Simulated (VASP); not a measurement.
```xyz
4
Lattice="1.9230 -5.3845 0.0000 1.9230 5.3845 0.0000 0.0000 0.0000 4.5420" Properties=species:S:1:pos:R:3 pbc="T T T"
Nd     1.9230    -3.9738     1.1355
Nd     1.9230     3.9738     3.4065
Pt     1.9230    -0.9046     1.1355
Pt     1.9230     0.9046     3.4065
```
Starting moments (μB, in the order of the record's atoms Nd Nd Pt Pt): 3.0 3.0 0.0 0.0.

These are PBEsol GGA, VASP's PBE PAW potentials (set 64) (plane waves; VASP) values and carry that method's errors. Settings: 300 eV cut-off, 5×5×4 Γ-centred mesh, Gaussian smearing of 0.14 eV, potentials Nd Pt.

**Question.** Give the spin-up energies of bands 17 to 30 at the high-symmetry points, in eV from the Fermi level.

**Answer.** 
| band | Γ | Y | C0 | Z | A0 | T | S | R |
|---|---|---|---|---|---|---|---|---|
| 17 | -2.42 | -2.70 | -2.27 | -2.49 | -2.34 | -2.54 | -2.26 | -2.24 |
| 18 | -2.40 | -2.52 | -2.20 | -2.49 | -2.34 | -2.54 | -2.26 | -2.24 |
| 19 | -1.99 | -2.19 | -2.08 | -2.04 | -1.97 | -2.50 | -2.19 | -1.94 |
| 20 | -1.92 | -2.16 | -1.25 | -2.04 | -1.97 | -2.50 | -1.94 | -1.94 |
| 21 | -0.36 | -0.45 | -1.24 | -0.23 | -0.46 | -1.03 | -0.93 | -0.42 |
| 22 | -0.29 | -0.31 | -0.70 | -0.23 | -0.46 | -1.03 | -0.69 | -0.42 |
| 23 | -0.28 | -0.31 | -0.61 | -0.22 | -0.38 | -0.28 | -0.58 | -0.36 |
| 24 | -0.27 | -0.24 | -0.37 | -0.22 | -0.38 | -0.28 | -0.38 | -0.36 |
| 25 | -0.27 | -0.21 | -0.26 | -0.20 | -0.24 | -0.23 | -0.27 | -0.27 |
| 26 | -0.13 | -0.14 | -0.23 | -0.20 | -0.24 | -0.23 | -0.25 | -0.27 |
| 27 | 0.01 | -0.04 | -0.17 | -0.01 | -0.03 | -0.16 | -0.21 | 0.02 |
| 28 | 0.09 | 0.00 | -0.14 | -0.01 | -0.03 | -0.16 | -0.16 | 0.02 |
| 29 | 0.22 | 0.06 | -0.03 | 0.27 | 0.16 | 0.17 | -0.11 | 0.15 |
| 30 | 0.23 | 0.16 | -0.01 | 0.28 | 0.16 | 0.17 | 0.10 | 0.15 |

**Question.** Give the spin-down energies of bands 17 to 30 at the high-symmetry points, in eV from the Fermi level.

**Answer.** 
```csv
band,Γ,Y,C0,Z,A0,T,S,R
17,-2.38,-2.50,-2.21,-2.43,-2.30,-2.47,-2.22,-2.21
18,-2.37,-2.44,-2.16,-2.43,-2.30,-2.47,-2.15,-2.21
19,-1.88,-2.10,-2.01,-1.90,-1.81,-2.24,-2.11,-1.80
20,-1.77,-2.07,-0.82,-1.90,-1.81,-2.24,-1.69,-1.80
21,1.42,1.04,-0.81,0.56,0.56,-0.62,-0.33,0.90
22,1.51,1.30,-0.15,0.56,0.56,-0.62,-0.07,0.90
23,1.51,1.44,0.03,1.68,1.61,1.74,0.01,1.47
24,1.82,1.84,1.15,1.68,1.61,1.74,0.86,1.47
25,1.88,1.85,1.71,1.69,1.72,1.83,1.69,1.73
26,1.91,1.88,1.81,1.69,1.72,1.83,1.81,1.73
27,1.95,1.89,1.94,1.77,1.88,1.96,1.96,1.87
28,2.02,1.93,1.98,1.77,1.88,1.96,1.98,1.87
29,2.09,2.11,1.98,2.05,2.02,2.01,2.00,2.01
30,2.24,2.17,2.08,2.05,2.02,2.01,2.14,2.01
```

It has no gap at this level: it comes out as a metal or semimetal.

The structure comes from a measured NdPt entry of the Crystallography Open Database, whose conditions weren't checked. The cell was not relaxed at this level. The k-mesh is coarse (spacing up to 0.35 per Å, 2π included), so the numbers may not be converged in it. VASP warned that the highest band is occupied, so more bands are needed.
